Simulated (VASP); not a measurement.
The system is MgTi2N2.

```
Mg Ti N
1.0
     3.63662    0.00000    0.00000
    -1.81831    3.14940    0.00000
     0.00000    0.00000    5.94088
Mg Ti N
1 2 2
Cartesian
  0.0000 0.0000 0.0000
  0.0000 2.0996 1.8822
  1.8183 1.0498 4.0587
  0.0000 0.0000 1.6960
  0.0000 0.0000 4.2449
```

The cell was built by a generator and needn't be a form met in nature.

```yaml
Program: VASP 6.6.1
Task: relaxation of cell and atoms
Functional: PBE
Potentials_or_basis: VASP PAW PBE potentials, release 64 (Mg, Ti_sv, N)
Cutoff: 520 eV
k_mesh: 4 × 4 × 3
Occupations: gaussian, width 0.15 eV
Spin: no spin polarisation
```

At the start: pressure 11.8 GPa; volume 13.61 Å³/atom.

Question: How do energy, volume and symmetry change on relaxing?

Answer: Over 16 steps the energy falls by 896.3 meV/atom and the volume is 14.48 Å³/atom (+6.4 %); space group P-3m1 (No. 164, to 0.05 Å).

Step by step:
```
step  energy change (eV)  largest force (eV/Å)  pressure (GPa)  volume (Å³)
   1              0.0000                6.1919           11.84        68.04
   2             -3.5109                1.1343          -13.83        74.75
   3             -3.7091                1.6164           -4.16        73.02
   4             -3.7207                1.6434           -4.09        73.17
   5             -3.7311                1.6629           -3.64        73.46
   6             -3.7009                1.5872           -2.05        74.16
   7             -3.7270                1.6575           -3.29        73.65
   8             -3.9397                1.1171            5.56        70.87
   9             -3.9410                1.1405            5.47        70.98
  10             -4.1666                0.8998            0.45        73.66
  11             -4.2619                0.6409           -4.02        76.04
  12             -4.2699                0.5648           -5.23        76.80
  13             -4.4132                0.3443           -3.67        74.99
  14             -4.4745                0.1254           -2.18        73.17
  15             -4.4718                0.2026            2.01        71.50
  16             -4.4814                0.0220           -0.32        72.41
```

Final structure:
```xyz
5
Lattice="3.2741 0.0000 0.0000 -1.6371 2.8355 0.0000 0.0000 0.0000 7.8001" Properties=species:S:1:pos:R:3 pbc="T T T"
Mg   -1.6371    2.8355    0.0000
Ti    0.0000    1.8903    2.5629
Ti    1.6371    0.9452    5.2373
N     0.0000    0.0000    2.1100
N     1.6371    2.8355    5.6902
```

Caveat: the k mesh is coarse (spacing up to 0.50 Å⁻¹), so the values aren't converged.
